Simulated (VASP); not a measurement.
Here is the system:

```
CELL_PARAMETERS angstrom
     -2.07940     2.07940     2.07940
      2.07940    -2.07940     2.07940
      2.07940     2.07940    -2.07940
ATOMIC_POSITIONS crystal
  Na 0.00000 0.00000 0.00000
```

Level of theory: PBE GGA, VASP's PBE PAW potentials (set 64) (plane waves; VASP). Numerical set-up: 500 eV cut-off, 12×12×12 Γ-centred mesh, first-order Methfessel-Paxton smearing of 0.10 eV, potentials Na_pv.

Task: The ions, cell shape and volume are relaxed. Which structure does the run end with?

Result: 
```
CELL_PARAMETERS angstrom
     -2.09251     2.09251     2.09251
      2.09251    -2.09251     2.09251
      2.09251     2.09251    -2.09251
ATOMIC_POSITIONS crystal
  Na 0.00000 0.00000 0.00000
```
Space group Im-3m (229), at a tolerance of 0.03 Å.

Task: How do energy and volume change from the first to the last step?

Result: The energy (σ→0) changes by -0.5 meV/atom and the volume by +1.9 %, in 3 ionic steps.

The compound is Na in the bcc structure. This run relaxes it. Symmetry was kept, so distortions that lower it aren't found.
